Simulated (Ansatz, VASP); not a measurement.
# Ge (linear Ge chain) in two plane-wave programs

Wanted: the spread between two codes on one cell, functional and k mesh. The structure shown is the end of the Ansatz relaxation below.

Method: plane waves, with VASP 6.6.1 beside it; single point at PBE, single point at PBEsol and single point at LDA, in Ansatz 0.2.0.

## 1. Starting point

The cell holds 1 atom: 1 Ge. Cell: a = 7.500 Å, b = 7.500 Å, c = 2.356 Å, α = 90.0°, β = 90.0°, γ = 90.0°. Vacuum lies along a and b. The structure's axis is c.

## 2. Ansatz: relaxation, PBE

Ansatz runs on its default PAW (the set named soft_2) files.

This run makes the geometry at which the two programs are then compared.

The input, input.yaml:

```yaml
crystal:
  lattice:
    - [7.5, 0.0, 0.0]
    - [0.0, 7.5, 0.0]
    - [0.0, 0.0, 2.232]
  atoms:
    - { symbol: Ge, position: [0.5, 0.5, 0.0] }
kpoints:
  mp_grid: { grid: [1, 1, 36] }
scf:
  occupations: { method: fermi_dirac, width: 0.05 }
hamiltonian:
  xc: pbe
relax:
  cell: { fix: [a, b, alpha, beta, gamma] }
  max_steps: 60
```

The run is started by

```console
> ansatz run input.yaml --threads 4 --pin off --max-ram 8192MiB --backend cpu --events-out ev --progress --plain --runs-dir out
```

Numbers of over 12 decimals in the logs are rounded to 6 here.

The log of the run:

```text
Engine: ansatz 0.2.0, aarch64-unknown-linux-gnu
Pseudopotentials: kind: paw
Pseudopotential: Ge, paw, valence charge 14, recommended cutoff 420 eV (normal), Ge.paw.azcp
Functional definition: PBE
  parameter kappa = 0.804
  parameter beta = 0.066725
  exchange = pbe_x(kappa = kappa, mu = beta*pi^2/3)
  correlation = pbe_c(beta = beta)
Crystal: 1 atoms, lattice volume = 125.550 Å³
Basis set: ecut = 420 eV, 2463 PW (Γ), exchange–correlation on 108×108×30 points (8 copies of the dense FFT grid, shifted against one another)
Bands: 11, of which v1, the nominal top of the filled ones, is band 7 counted from 1 (6 counted from 0)
Symmetry: 16 space group operations
Space group: P4/mmm (ITA 123), of the structure as read, at distance tolerance 5.0e-5 Å
k-points: 19 of 36
Non-local potential: Ge, projectors of the file, l = 0: 2, l = 1: 2, l = 2: 3, l = 3: 1
PAW form: soft (Blöchl's): semilocal exchange-correlation on the pseudo side does not see the compensation charge
PAW one-centre angular grid: Ge, 590 points (default); XC on 64 Gauss nodes
Initial density: superposition of atomic densities (neutral atoms: chi_scale 0, normalization atom), corrected by the library's trained network
Initial wavefunctions: pseudopotential atomic-orbital guess
Functional: x = pbe(κ = 0.804, μ = 0.219515), c = pbe(β = 0.066725)
SCF iter   1: F=—  HF=-4293.346478 eV  |F-HF|=—  |Δ(HF+E_count)|=         —  Δρ=3.23e-3  dr2=1.47e-2  ethr=1.77e-3  ⟨swp⟩=5.7  Hψ=1290  notcnv=0
preconditioner: auto → LDOS  [insulator: Δε(μ)=0.197 eV  Ē_g=9.581 eV  σ=0.050 eV  W_gap=0.50  n_scr=20 (ndim 8)  ℏωp=6.6 eV  f_vac=0.682  D(μ)=0.78/eV (n_scr^D=4)  ε∞_Penn≈1.5  β→1.0]
SCF iter   2: F=—  HF=-4293.347196 eV  |F-HF|=—  |Δ(HF+E_count)|=   7.18e-4  Δρ=1.20e-3  dr2=9.92e-4  ethr=1.05e-4  ⟨swp⟩=2.1  Hψ=567  notcnv=0  defer=3
SCF iter   3: F=—  HF=-4293.346917 eV  |F-HF|=—  |Δ(HF+E_count)|=   2.79e-4  Δρ=5.47e-4  dr2=3.01e-4  ethr=7.09e-6  ⟨swp⟩=2.0  Hψ=406  notcnv=0  defer=3
SCF iter   4: F=—  HF=-4293.346555 eV  |F-HF|=—  |Δ(HF+E_count)|=   3.62e-4  Δρ=1.82e-4  dr2=3.62e-5  ethr=2.15e-6  ⟨swp⟩=2.0  Hψ=340  notcnv=0  defer=3
SCF iter   5: F=—  HF=-4293.346544 eV  |F-HF|=—  |Δ(HF+E_count)|=   1.12e-5  Δρ=4.12e-5  dr2=2.21e-6  ethr=2.58e-7  ⟨swp⟩=2.0  Hψ=340  notcnv=0  defer=3
SCF iter   6: F=-4293.346543 eV  HF=-4293.346543 eV  |F-HF|=3.16e-8  |Δ(HF+E_count)|=   1.56e-6  Δρ=3.96e-6  dr2=2.03e-8  ethr=7.14e-10  ⟨swp⟩=3.3  Hψ=887  notcnv=0
SCF 1 converged in 6 iterations: F = -4293.346543 eV  dr2 = 2.03e-8
  greatest PAW one-centre occupation: 0.998 electrons in one spin orbital (limit 2), on the Ge atom at site 0 (counted from 0), in its partial waves of l = 2
relax step   1: F+E_penalty+E_count = -4293.34654261 eV  Δ(F+E_penalty+E_count) = +0.000e0 eV  max|allowed force component| = 0.000e0 eV/Å  Δτ_max = 0.0000 Å  P = +1.355 GPa  Ω = 125.550 Å³  fix = [a, b, alpha, beta, gamma]  reactions: a +0.172, b +0.172 GPa  (6 SCF iters, dr2 threshold 1.00e-7 eV, accepted)
[...]
relax step   2: F+E_penalty+E_count = -4293.41288930 eV  Δ(F+E_penalty+E_count) = -6.635e-2 eV  max|allowed force component| = 0.000e0 eV/Å  Δτ_max = 0.0000 Å  P = +0.857 GPa  Ω = 129.004 Å³  energy of the carried Pulay correction = -1.076e-4 eV  fix = [a, b, alpha, beta, gamma]  reactions: a +0.173, b +0.173 GPa  (6 SCF iters, dr2 threshold 1.00e-7 eV, accepted)
[...]
relax step   3: F+E_penalty+E_count = -4293.43275951 eV  Δ(F+E_penalty+E_count) = -1.987e-2 eV  max|allowed force component| = 0.000e0 eV/Å  Δτ_max = 0.0000 Å  P = -0.099 GPa  Ω = 134.143 Å³  energy of the carried Pulay correction = -2.627e-4 eV  fix = [a, b, alpha, beta, gamma]  reactions: a +0.174, b +0.174 GPa  (6 SCF iters, dr2 threshold 1.00e-7 eV, accepted)
[...]
relax step   4: F+E_penalty+E_count = -4293.43607664 eV  Δ(F+E_penalty+E_count) = -3.317e-3 eV  max|allowed force component| = 0.000e0 eV/Å  Δτ_max = 0.0000 Å  P = +0.044 GPa  Ω = 132.989 Å³  energy of the carried Pulay correction = -2.284e-4 eV  fix = [a, b, alpha, beta, gamma]  reactions: a +0.175, b +0.175 GPa  (5 SCF iters, dr2 threshold 1.00e-7 eV, accepted)
[...]
relax step   5: F+E_penalty+E_count = -4293.43638211 eV  Δ(F+E_penalty+E_count) = -3.055e-4 eV  max|allowed force component| = 0.000e0 eV/Å  Δτ_max = 0.0000 Å  P = +0.124 GPa  Ω = 132.515 Å³  energy of the carried Pulay correction = -2.142e-4 eV  fix = [a, b, alpha, beta, gamma]  reactions: a +0.175, b +0.175 GPa  (5 SCF iters, dr2 threshold 1.00e-7 eV, accepted)
[...]
relax step   6: F+E_penalty+E_count = -4293.43671826 eV  Δ(F+E_penalty+E_count) = -3.361e-4 eV  max|allowed force component| = 0.000e0 eV/Å  Δτ_max = 0.0000 Å  P = +0.128 GPa  Ω = 132.515 Å³  fix = [a, b, alpha, beta, gamma]  reactions: a +0.176, b +0.176 GPa  stress off target by 3.31e-2 GPa on what of the cell is left free  SCF on the basis re-selected at this cell (its energy is not comparable with the rows above)  (8 SCF iters)
basis re-selected at this cell: Δ(F+E_penalty+E_count) = -3.361e-4 eV, ΔP = +0.004 GPa vs the last step (what re-selecting the basis moved, of the pressure what is left beyond the Pulay correction that the steps carried, after the strain that the cell walked since its last selection, with what the two solves' SCF thresholds leave and, on support functions, any second-order correction that the steps lacked; it is no measure of the basis error at this ecutwfc). The dense FFT grid was sized anew with the basis: this SCF ran on 54×54×16 points, the steps before it on 54×54×15, so part of this shift can come from that change (see relax.cell in the input reference). [rest of the remark cut]
SCF converged after 8 iterations
Free energy (F): -4293.436718 eV
Harris-Foulkes:  -4293.436718 eV  (|F-HF|=9.09e-13)
Internal energy: -4293.429772 eV  (E = F + TS)
E sigma→0 (E₀):  -4293.433245 eV
Entropy (-TS):   -0.006946 eV (-6.946 meV/atom)
Fermi energy:    -2.628098 eV
--- Per-component energies (eV) ---
  E_band       = -297.822459
  E_kinetic    = 109.034670
  E_local      = -4358.510139  (includes V_loc(G=0)·N_el)
  E_nonlocal   = 415.518747
  E_hartree    = 1952.654427
  E_xc         = -73.903624
  E_vxc        = -62.124629  (∫ρ·V_xc dr)
  E_paw        = -2016.611139  (= ΣΔE_a)
  E_vpaw       = -307.050322  (= ΣTr[D̂ρ^β])
  E_aug_tail   = 0.000287  (compensation charges beyond the density's cutoff)
  E_ewald      = -321.613002
  E_smearing   = -0.006946  (= −TS)
  E_closure    = -0.000000  (closes the sum)
  Σ components = -4293.436718   (vs F -4293.436718, Δ=0.00e0)
--- Forces (eV/Å), atoms counted from 1 ---
  atom   1  Ge     0.00000000     0.00000000     0.00000000
  max |Σ_I F_I| component: 0.00e0 eV/Å
--- Stress (GPa, compression-positive) ---
        0.175699       0.000000       0.000000
        0.000000       0.175699       0.000000
        0.000000       0.000000       0.033133
  P = ⅓ Tr σ = 0.1282 GPa (1.282 kbar)
--- Relaxed structure (5 steps of the walk, 5 accepted, 1 SCFs on fresh bases) ---
  F+E_penalty+E_count = -4293.43671826 eV   max|allowed force component| = 0.000e0 eV/Å   (the final SCF, on the basis selected at the relaxed cell)
  cell:  # Å, volume = 132.5153 Å³
    - [7.5, 0.0, 0.0]
    - [0.0, 7.5, 0.0]
    - [0.0, 0.0, 2.355828]
  atoms:
    - { symbol: Ge, position: [0.5, 0.5, 0.0] }
```

## 3. VASP: single point, PBE

The same cell, functional, mesh and smearing now go to VASP, with its own data sets.

Lines of VASP's logs that name or quote its potential files are left out, and so is its time.

The input, INCAR:

```
SYSTEM = Ge
PREC = Accurate
ENCUT = 500
EDIFF = 1E-06
NELM = 120
ISMEAR = -1
SIGMA = 0.05
LREAL = .FALSE.
ALGO = Normal
GGA = PE
NBANDS = 13
LORBIT = 11
LWAVE = .FALSE.
LCHARG = .FALSE.
ISIF = 2
LASPH = .TRUE.
GGA_COMPAT = .FALSE.
```

The input, POSCAR:

```
Ge
1.0
    7.5000000000      0.0000000000      0.0000000000
    0.0000000000      7.5000000000      0.0000000000
    0.0000000000      0.0000000000      2.3558279055
Ge
1
Direct
    0.5000000000      0.5000000000      0.0000000000
```

The input, KPOINTS:

```
Automatic mesh
0
Gamma
1 1 36
0 0 0
```

The projector-augmented-wave data sets are Ge_d (PBE family, release 64).

The run is started by

```console
> mpirun -np 1 vasp_std
```

The log of the run:

```text
[banner, memory and clock lines left out]
running    1 mpi-ranks, on    1 nodes
 distrk:  each k-point on    1 cores,    1 groups
 distr:  one band on    1 cores,    1 groups

 POSCAR found type information on POSCAR Ge
 POSCAR found :  1 types and       1 ions
 LDA part: xc-table for (Slater+PW92), standard interpolation
 POSCAR, INCAR and KPOINTS ok, starting setup
 FFT: planning ... GRIDC
 FFT: planning ... GRID_SOFT
 FFT: planning ... GRID
 WAVECAR not read
 entering main loop
       N       E                     dE             d eps       ncg     rms          rms(c)
DAV:   1     0.673113418586E+02    0.67311E+02   -0.72126E+03   494   0.124E+03
DAV:   2     0.488783229912E+01   -0.62424E+02   -0.57667E+02   550   0.250E+02
DAV:   3    -0.270306094494E+01   -0.75909E+01   -0.75378E+01   582   0.833E+01
DAV:   4    -0.302020077830E+01   -0.31714E+00   -0.31591E+00   612   0.194E+01
DAV:   5    -0.303662746266E+01   -0.16427E-01   -0.16426E-01   677   0.442E+00    0.152E+00
DAV:   6    -0.299377221248E+01    0.42855E-01   -0.20804E-02   539   0.116E+00    0.836E-01
DAV:   7    -0.297201862141E+01    0.21754E-01   -0.34718E-02   524   0.132E+00    0.101E-01
DAV:   8    -0.297149208121E+01    0.52654E-03   -0.35868E-03   589   0.369E-01    0.660E-02
DAV:   9    -0.297150197298E+01   -0.98918E-05   -0.20343E-04   559   0.135E-01    0.265E-02
DAV:  10    -0.297167367603E+01   -0.17170E-03   -0.57228E-05   494   0.597E-02    0.140E-02
DAV:  11    -0.297173889394E+01   -0.65218E-04   -0.54898E-05   494   0.343E-02    0.780E-03
DAV:  12    -0.297179538090E+01   -0.56487E-04   -0.42779E-06   504   0.291E-02    0.232E-03
DAV:  13    -0.297182547776E+01   -0.30097E-04   -0.39631E-06   499   0.113E-02    0.280E-03
DAV:  14    -0.297182541353E+01    0.64237E-07   -0.47150E-08   407   0.253E-03
   1 F= -.29718254E+01 E0= -.29683569E+01  d E =-.693696E-02
```

Parts of OUTCAR (step 3):

```text
ion  position               nearest neighbor table
   1  0.500  0.500  0.000-

  LATTYP: Found a simple tetragonal cell.
 ALAT       =     7.5000000000
 C/A-ratio  =     0.3141103874

 Subroutine GETGRP returns: Found 16 space group operations
 (whereof 16 operations were pure point group operations)

The static configuration has the point symmetry D_4h.

 Found     19 irreducible k-points:

   k-points           NKPTS =     19   k-points in BZ     NKDIM =     19   number of bands    NBANDS=     13

   dimension x,y,z NGX =    56 NGY =   56 NGZ =   18
   dimension x,y,z NGXF=   112 NGYF=  112 NGZF=   36

   ENCUT  =  500.0 eV  36.75 Ry    6.06 a.u.  13.67 13.67  4.30*2*pi/ulx,y,z

   NELECT =      14.0000    total number of electrons

 k-points in reciprocal lattice and weights: Automatic mesh
   0.00000000  0.00000000  0.00000000       0.028
   0.00000000  0.00000000  0.02777778       0.056
   0.00000000  0.00000000  0.05555556       0.056
   0.00000000  0.00000000  0.08333333       0.056
   0.00000000  0.00000000  0.11111111       0.056
   0.00000000  0.00000000  0.13888889       0.056
   0.00000000  0.00000000  0.16666667       0.056
   0.00000000  0.00000000  0.19444444       0.056
   0.00000000  0.00000000  0.22222222       0.056
[...]
0.00000000  0.00000000  0.47222222       0.056
   0.00000000  0.00000000  0.50000000       0.028

 average (electrostatic) potential at core
       1 -82.3084

 E-fermi :  -3.2442

 k-point     1 :       0.0000    0.0000    0.0000
  band No.  band energies     occupation
    ...
      4     -27.5058      2.00000
      5     -27.5058      2.00000
      6     -13.1579      2.00000
      7      -4.3551      2.00000
      8      -4.3551      2.00000
      9       0.1929      0.00000
     10       1.7732      0.00000
     11       3.0855      0.00000
     12       3.5045      0.00000
     13       3.5045      0.00000

 k-point     2 :       0.0000    0.0000    0.0278
  band No.  band energies     occupation
    ...
      4     -27.5077      2.00000
      5     -27.5077      2.00000
      6     -13.1380      2.00000
      7      -4.3333      2.00000
      8      -4.3333      2.00000
      9       0.2134      0.00000
     10       1.7940      0.00000
     11       3.1061      0.00000
     12       3.5255      0.00000
     13       3.5255      0.00000

 k-point     3 :       0.0000    0.0000    0.0556
  band No.  band energies     occupation
    ...
      4     -27.5133      2.00000
      5     -27.5133      2.00000
      6     -13.0781      2.00000
      7      -4.2677      2.00000
      8      -4.2677      2.00000
      9       0.2745      0.00000
     10       1.8563      0.00000
     11       3.1679      0.00000
     12       3.5884      0.00000
     13       3.5884      0.00000

  Total        0.1253004      0.1253004     -0.0018844      0.0000000     -0.0000000     -0.0000000
  in kB        1.5149451      1.5149451     -0.0227832      0.0000000     -0.0000000     -0.0000000
  external PRESSURE =       1.0023690 kB  Pullay stress =       0.0000000 kB

  energy-cutoff  :      500.00
  volume of cell :      132.52
      direct lattice vectors                 reciprocal lattice vectors
     7.500000000  0.000000000  0.000000000     0.133333333  0.000000000  0.000000000
     0.000000000  7.500000000  0.000000000     0.000000000  0.133333333  0.000000000
     0.000000000  0.000000000  2.355827905     0.000000000  0.000000000  0.424479223

 POSITION                                       TOTAL-FORCE (eV/Angst)
 -----------------------------------------------------------------------------------
      3.75000      3.75000      0.00000         0.000000      0.000000      0.000000
 -----------------------------------------------------------------------------------
    total drift:                                0.000000      0.000000      0.000000

  FREE ENERGIE OF THE ION-ELECTRON SYSTEM (eV)
  ---------------------------------------------------
  free  energy   TOTEN  =        -2.9718254135 eV

  energy  without entropy=       -2.9648884514  energy(sigma->0) =       -2.96835693

 total charge
# of ion       s       p       d       tot
------------------------------------------
    1        1.243   1.008   9.987  12.238

[... 3 further parts left out ...]
```

## 4. Differences

Known differences besides the potentials themselves: the cutoff is 420 eV in Ansatz and 500 eV in VASP; Ansatz's pressure holds a Pulay correction, VASP's none. Total energies have different zeros and are not compared.

Both answers:

| quantity | Ansatz | VASP | difference |
| --- | --- | --- | --- |
| pressure (GPa) | 0.13 | 0.10 | +0.03 |

## 5. Ansatz: relaxation, PBEsol

This run makes the geometry at which the two programs are then compared. The cell compared in this pair holds 131.17 Å³, against 132.52 Å³ for the pair before.

The structure compared here is the end of the Ansatz relaxation.

input.yaml, the sections that differ from step 2:

```yaml
crystal:
  lattice:
    - [7.5, 0.0, 0.0]
    - [0.0, 7.5, 0.0]
    - [0.0, 0.0, 2.232]
  atoms:
    - { symbol: Ge, position: [0.5, 0.5, 0.0], spin: 0.3 }
magnetization:
  spin_polarized: true
hamiltonian:
  xc: pbesol
# kpoints, scf, relax: as in step 2
```

The run is started by

```console
> ansatz run input.yaml --threads 4 --pin off --max-ram 8192MiB --backend cpu --events-out ev --progress --plain --runs-dir out
```

The log of the run:

```text
[...]
Crystal: 1 atoms, lattice volume = 125.550 Å³
Basis set: ecut = 420 eV, 2463 PW (Γ), exchange–correlation on 108×108×30 points (8 copies of the dense FFT grid, shifted against one another)
Bands: 12, of which v1, the nominal top of the filled ones, is band 7 counted from 1 (6 counted from 0)
Symmetry: 16 space group operations
[...]
0.165766       0.000000       0.000000
        0.000000       0.165766       0.000000
        0.000000       0.000000       0.025583
  P = ⅓ Tr σ = 0.1190 GPa (1.190 kbar)
--- Relaxed structure (5 steps of the walk, 5 accepted, 1 SCFs on fresh bases) ---
[...]
cell:  # Å, volume = 131.1652 Å³
    - [7.5, 0.0, 0.0]
    - [0.0, 7.5, 0.0]
    - [0.0, 0.0, 2.331825]
  atoms:
    - { symbol: Ge, position: [0.5, 0.5, 0.0] }
[key lines of the parts left out:]
SCF converged after 16 iterations
Magnetization: -0.0000 μB (7.0000 up, 7.0000 down)
Free energy (F): -4251.765241 eV
Fermi energy:    -2.692200 eV
```

(Part 1 of 2 ends here.)

[Lines on the potential files, build, host, timing and source positions are cut from VASP's logs without a mark.]

[Logs are printed without paths, hosts, clocks, repeated set-up lines and the standing remarks that a program may print on its own settings, such as how far it seeks lower states.]

[Hosts, paths, dates, database ids (printed as entryN), source tags and the programs' standing remarks are cut or masked in the printed files.]
